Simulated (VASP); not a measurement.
VASP ran on this input.

**KPOINTS**
```
Regular mesh
0
gamma
  6 6 3
0 0 0
```

**POSCAR**
```
Y2C(NO)2
1.0
  3.6812535108   0.0000000000   0.0000000000
 -1.8406267554   3.1880587542   0.0000000000
  0.0000000000   0.0000000000   8.1453213363
Y C N O
2 1 2 2
Cart
 -0.0000018406   2.1253735655   5.5149131749
  1.8406285960   1.0626851887   2.6304081614
  0.0000000000   0.0000000000   0.0000000000
  0.0000000000   0.0000000000   1.2343260655
  0.0000000000   0.0000000000   6.9109952708
 -0.0000018406   2.1253735655   3.2318857607
  1.8406285960   1.0626851887   4.9134355756
```

INCAR:
```
! general
SYSTEM  = Y2C(NO)2
PREC    = Accurate
ENCUT   = 520   ! plane-wave cut-off (eV)
LREAL   = .FALSE.   ! projection in real space or not
LASPH   = .TRUE.   ! aspherical one-centre terms

! electronic loop
EDIFF   = 1E-6
NELM    = 100   ! most electronic steps
ALGO    = Normal   ! blocked Davidson
LMAXMIX = 4
LMIXTAU = .TRUE.

! smearing
ISMEAR  = 0   ! Gaussian
SIGMA   = 0.05   ! width (eV)

! functional
METAGGA = R2SCAN

! ions
IBRION  = 2   ! conjugate gradients
NSW     = 60   ! most ionic steps
ISIF    = 3
EDIFFG  = -0.02

! output
LWAVE   = .FALSE.
LCHARG  = .FALSE.
```

POTCAR, in this order: Y_sv C N O (PBE.64 set). Program: vasp_std.

Question: Translate this r2SCAN calculation to Ansatz.

Answer: One equivalent input (not run):
Ansatz 0.2 input:
```yaml
crystal:
  lattice:
    - [3.6812535, 0.0000000, 0.0000000]
    - [-1.8406268, 3.1880588, 0.0000000]
    - [0.0000000, 0.0000000, 8.1453213]
  atoms:
    - { symbol: Y, position: [0.3333330, 0.6666670, 0.6770651] }
    - { symbol: Y, position: [0.6666670, 0.3333330, 0.3229349] }
    - { symbol: C, position: [0.0000000, 0.0000000, 0.0000000] }
    - { symbol: N, position: [0.0000000, 0.0000000, 0.1515380] }
    - { symbol: N, position: [0.0000000, 0.0000000, 0.8484620] }
    - { symbol: O, position: [0.3333330, 0.6666670, 0.3967782] }
    - { symbol: O, position: [0.6666670, 0.3333330, 0.6032218] }
kpoints:
  mp_grid: { grid: [6, 6, 3] }
hamiltonian:
  xc: r2scan
  pseudopotentials: { kind: paw }
scf:
  occupations: { method: gaussian, width: 0.05 }
  max_iter: 100
relax:
  max_steps: 60
  f_tol: 0.02
  cell: {}
output: { forces: true, stress: true, eigenvalues: true }
```
Limits of the translation: each code has its own PAW files, so the cut-off isn't converted (ENCUT is set for VASP's; basis.ecutwfc is left out, and Ansatz then takes the one that its files recommend); Ansatz stops its SCF on the density residual and VASP on the energy change (EDIFF).

The structure comes from a computed database's Y2CN2O2 entry (P-3m1); how it stands against other phases isn't given here. This run relaxes it. Symmetry was kept, so distortions that lower it aren't found. The start is the result of an earlier pass.
